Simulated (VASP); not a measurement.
Consider the following.

```yaml
crystal:
  lattice:
    - [0.00000, 3.35527, 3.35527]
    - [3.35527, 0.00000, 3.35527]
    - [3.35527, 3.35527, 0.00000]
  atoms:
    - { symbol: Sr, position: [0.00000, 0.00000, 0.00000] }
    - { symbol: Te, position: [0.50000, 0.50000, 0.50000] }
```

Level of theory: r2SCAN meta-GGA, VASP's PBE PAW potentials (set 64) (plane waves; VASP). Settings: 480 eV cut-off, 6×6×6 Γ-centred mesh, Gaussian smearing of 0.050 eV, potentials Sr_sv Te.

Unless said otherwise, spin-orbit coupling is left out, though it shifts the bands of the heavy elements here.

Task: Estimate the energy per atom (σ→0), band gap (on the k-mesh) with the smallest direct gap where there is one.

Result: 
```
Item                                           Value
-----------------------------------  ---------------
band gap (on the k-mesh)                     2.15 eV
smallest direct gap (on the k-mesh)          2.89 eV
energy per atom (σ→0)                -22298 meV/atom
```

The absolute energy has meaning only against runs of the same code, potentials and settings.

The compound is SrTe in the rock salt structure. It was relaxed first.
